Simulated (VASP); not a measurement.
Given:

```
CELL_PARAMETERS angstrom
      1.50289     0.86770     4.87505
     -1.50289     0.86770     4.87505
      0.00000    -1.73539     4.87505
ATOMIC_POSITIONS crystal
  Mg 0.00000 0.00000 0.00000
  Zn 0.50000 0.50000 0.50000
  O  0.25241 0.25241 0.25241
  O  0.74759 0.74759 0.74759
```

These are PBEsol GGA, VASP's PBE PAW potentials (set 64) (plane waves; VASP) values and carry that method's errors. Run with 520 eV cut-off, 10×10×10 Γ-centred mesh, tetrahedra with Blöchl corrections, potentials Mg Zn O.

The cores are frozen, which limits the accuracy of field gradients.

Task: Give the principal components of the electric field gradient (V/Å²) and the asymmetry η at each nucleus.

Result: 
| atom | Vxx | Vyy | Vzz | η |
|---|---|---|---|---|
| Mg1 | -1.0 | -1.0 | 2.0 | 0.00 |
| Zn2 | 2.1 | 2.1 | -4.2 | 0.00 |
| O3 | 0.2 | 0.2 | -0.5 | - |
| O4 | 0.2 | 0.2 | -0.5 | - |

The structure comes from a computed database's MgZnO2 entry (R-3m); how it stands against other phases isn't given here. It was relaxed first.
